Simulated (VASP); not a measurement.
Output of a VASP run:

**OSZICAR**
```
       N       E                     dE             d eps       ncg     rms          rms(c)
DAV:   1     0.254627171534E+03    0.25463E+03   -0.13981E+04  4712   0.187E+03
DAV:   2     0.771739891548E+01   -0.24691E+03   -0.23930E+03  4714   0.401E+02
DAV:   3    -0.332764302588E+02   -0.40994E+02   -0.39233E+02  7038   0.168E+02
DAV:   4    -0.353296218390E+02   -0.20532E+01   -0.19746E+01  6394   0.354E+01
DAV:   5    -0.353799032448E+02   -0.50281E-01   -0.49447E-01  6680   0.512E+00    0.216E+01
DAV:   6    -0.315408469262E+02    0.38391E+01   -0.80608E+01  7380   0.114E+02    0.270E+01
DAV:   7    -0.297044237956E+02    0.18364E+01   -0.13228E+01  7772   0.794E+01    0.123E+01
DAV:   8    -0.298339325508E+02   -0.12951E+00   -0.17114E+00  5056   0.110E+01    0.772E+00
DAV:   9    -0.297890109974E+02    0.44922E-01   -0.34728E-01  8214   0.954E+00    0.155E+00
DAV:  10    -0.297962553915E+02   -0.72444E-02   -0.80735E-02  6574   0.580E+00    0.412E-01
DAV:  11    -0.297964418881E+02   -0.18650E-03   -0.18061E-02  7204   0.169E+00    0.175E-01
DAV:  12    -0.297965898288E+02   -0.14794E-03   -0.81196E-04  6536   0.335E-01    0.807E-02
DAV:  13    -0.297966440181E+02   -0.54189E-04   -0.18631E-04  6582   0.135E-01    0.482E-02
DAV:  14    -0.297966774513E+02   -0.33433E-04   -0.14238E-04  7364   0.990E-02    0.288E-02
DAV:  15    -0.297966904496E+02   -0.12998E-04   -0.60385E-05  7490   0.900E-02    0.208E-02
DAV:  16    -0.297966926881E+02   -0.22385E-05   -0.11295E-05  6000   0.494E-02    0.725E-03
DAV:  17    -0.297966934781E+02   -0.78998E-06   -0.20478E-06  2842   0.290E-02
   1 F= -.29796693E+02 E0= -.29796656E+02  d E =-.150074E-03  mag=     0.0000
```

**OUTCAR**
```
------------------------ aborting loop because EDIFF is reached ----------------------------------------
  FORCE on cell =-STRESS in cart. coord.  units (eV):
  Direction    XX          YY          ZZ          XY          YZ          ZX
  --------------------------------------------------------------------------------------
  Total       -0.9833239     -0.9833239     -0.9833239      0.7023952      0.7023952      0.7023952
  in kB      -38.8126673    -38.8126673    -38.8126673     27.7241622     27.7241622     27.7241622
  external PRESSURE =     -38.8126673 kB  Pullay stress =       0.0000000 kB
  volume of cell :       40.59
      direct lattice vectors                 reciprocal lattice vectors
     4.330000000  2.165000000  2.165000000     0.346420323 -0.115473441 -0.115473441
     2.165000000  4.330000000  2.165000000    -0.115473441  0.346420323 -0.115473441
     2.165000000  2.165000000  4.330000000    -0.115473441 -0.115473441  0.346420323
 POSITION                                       TOTAL-FORCE (eV/Angst)
 -----------------------------------------------------------------------------------
      0.00000      0.00000      0.00000        -0.000000     -0.000000     -0.000000
      4.33000      4.33000      4.33000        -0.000000     -0.000000     -0.000000
      2.16500      2.16500      2.16500        -0.000000      0.000000     -0.000000
      6.49500      6.49500      6.49500         0.000000      0.000000      0.000000
 -----------------------------------------------------------------------------------
    total drift:                                0.000000     -0.000000     -0.000000
  FREE ENERGIE OF THE ION-ELECTRON SYSTEM (eV)
  ---------------------------------------------------
  free  energy   TOTEN  =       -29.7966934781 eV

  energy  without entropy=      -29.7965434038  energy(sigma->0) =      -29.79665596

 total charge

# of ion       s       p       d       tot
------------------------------------------
    1        0.279   0.343   6.116   6.739
    2        0.279   0.343   6.116   6.739
    3        1.561   3.414   0.000   4.975
    4        1.561   3.414   0.000   4.975
--------------------------------------------------
tot          3.681   7.515  12.232  23.428

 magnetization (x)

# of ion       s       p       d       tot
------------------------------------------
    1        0.004   0.004   3.429   3.437
    2       -0.004  -0.004  -3.429  -3.437
    3        0.000   0.000   0.000   0.000
    4        0.000   0.000   0.000   0.000
--------------------------------------------------
tot          0.000   0.000   0.000   0.000
```
(Selected blocks of OUTCAR.)

POSCAR:
```
FeO
1
    4.3300000000     2.1650000000     2.1650000000
    2.1650000000     4.3300000000     2.1650000000
    2.1650000000     2.1650000000     4.3300000000
Fe O
2 2
Direct
  0.0000000000   0.0000000000   0.0000000000
  0.5000000000   0.5000000000   0.5000000000
  0.2500000000   0.2500000000   0.2500000000
  0.7500000000   0.7500000000   0.7500000000
```

Reconstruct the remaining input files.

This is not unique; one that fits is the input of the run itself, PBE GGA, plane waves, VASP's PBE PAW potentials (set 64).

**INCAR**
```
! general
SYSTEM  = FeO
PREC    = Accurate
ENCUT   = 520   ! plane-wave cut-off (eV)
LREAL   = .False.
LASPH   = .True.   ! aspherical one-centre terms

! electronic loop
EDIFF   = 1E-6
NELM    = 100
ALGO    = Normal
LMAXMIX = 4   ! l cut-off of mixed one-centre charges

! smearing
ISMEAR  = 2
SIGMA   = 0.02   ! width (eV)

! functional
GGA     = PE   ! PBE

! spin
ISPIN   = 2
MAGMOM  = 4.0 -4.0 0.0 0.0

! ions
ISIF    = 2

! output
LWAVE   = .False.
LCHARG  = .False.
LORBIT  = 10
```

### KPOINTS
```
Automatic mesh
0
Gamma
8 8 8
0 0 0
```

POTCAR, in this order: Fe O (PBE.64 set). Program: vasp_std.

The compound is FeO in the rock salt, AFM-II order structure. The cell was not relaxed at this level. The k-mesh is coarse (spacing up to 0.30 per Å, 2π included), so the numbers may not be converged in it. The run is one of a series of settings (ISMEAR = 2, SIGMA = 0.02 against the base run), some of them coarse on purpose.
